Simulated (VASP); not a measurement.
A convergence study with VASP on Ti$_{2}$O (space group P-3m1): one setting is varied, all else stays as given below, so the limit is that of these other settings.

```yaml
crystal:
  lattice:
    - [2.95408, 0.00000, 0.00000]
    - [-1.47704, 2.55831, 0.00000]
    - [0.00000, 0.00000, 4.82234]
  atoms:
    - { symbol: Ti, position: [0.33333, 0.66667, 0.73005] }
    - { symbol: Ti, position: [0.66667, 0.33333, 0.26995] }
    - { symbol: O, position: [0.00000, 0.00000, 0.00000] }
```

These are PBEsol GGA, VASP's PBE PAW potentials (set 64) (plane waves; VASP) values and carry that method's errors. The tightest run used: 700 eV cut-off, 21×21×11 Γ-centred mesh, tetrahedra with Blöchl corrections, potentials Ti_sv O.

Task: The settings run are 3×3×2 mesh; 4×4×2 mesh; 5×5×3 mesh; 6×6×3 mesh; 7×7×4 mesh; 8×8×4 mesh; 9×9×5 mesh; 10×10×5 mesh; 11×11×6 mesh; 12×12×6 mesh; 13×13×7 mesh; 14×14×8 mesh; 15×15×8 mesh; 16×16×9 mesh; 17×17×9 mesh; 18×18×10 mesh; 19×19×10 mesh; 20×20×11 mesh; 21×21×11 mesh. From which on does the energy per atom stay within 0.01 eV/atom of the tightest run?

Result: From 4×4×2 mesh on: it is off by 0.0001 there and by no more than 0.01 in any finer run, while 3×3×2 mesh is off by 0.0265.
| setting | E (eV/atom) | pressure (GPa) | largest force (eV/Å) | irreducible k-points | difference judged (eV/atom) |
|---|---|---|---|---|---|
| 3×3×2 mesh | -9.1706 | -3.69 | 0.667 | 6 | 0.0265 |
| 4×4×2 mesh | -9.1970 | -4.65 | 0.769 | 8 | 0.0001 |
| 5×5×3 mesh | -9.1922 | -4.49 | 0.520 | 12 | 0.0049 |
| 6×6×3 mesh | -9.1905 | -4.52 | 0.524 | 17 | 0.0066 |
| 7×7×4 mesh | -9.1949 | -4.58 | 0.435 | 28 | 0.0022 |
| 8×8×4 mesh | -9.1949 | -4.57 | 0.436 | 35 | 0.0021 |
| 9×9×5 mesh | -9.1976 | -4.60 | 0.386 | 50 | 0.0005 |
| 10×10×5 mesh | -9.1976 | -4.59 | 0.386 | 58 | 0.0005 |
| 11×11×6 mesh | -9.1973 | -4.57 | 0.383 | 84 | 0.0002 |
| 12×12×6 mesh | -9.1973 | -4.57 | 0.382 | 100 | 0.0002 |
| 13×13×7 mesh | -9.1969 | -4.55 | 0.389 | 126 | 0.0002 |
| 14×14×8 mesh | -9.1969 | -4.55 | 0.395 | 168 | 0.0002 |
| 15×15×8 mesh | -9.1969 | -4.54 | 0.390 | 192 | 0.0002 |
| 16×16×9 mesh | -9.1972 | -4.55 | 0.392 | 234 | 0.0001 |
| 17×17×9 mesh | -9.1972 | -4.55 | 0.392 | 261 | 0.0001 |
| 18×18×10 mesh | -9.1972 | -4.55 | 0.396 | 330 | 0.0001 |
| 19×19×10 mesh | -9.1972 | -4.55 | 0.397 | 360 | 0.0001 |
| 20×20×11 mesh | -9.1971 | -4.55 | 0.401 | 429 | 0.0000 |
| 21×21×11 mesh | -9.1971 | -4.55 | 0.401 | 473 | 0.0000 |

Left out are rungs that failed or repeat a setting and relaxations that didn't move; long series are thinned to 24 rows.

The structure comes from a computed database's Ti2O entry (P-3m1); how it stands against other phases isn't given here. The cell was not relaxed at this level, forces remain on its atoms.
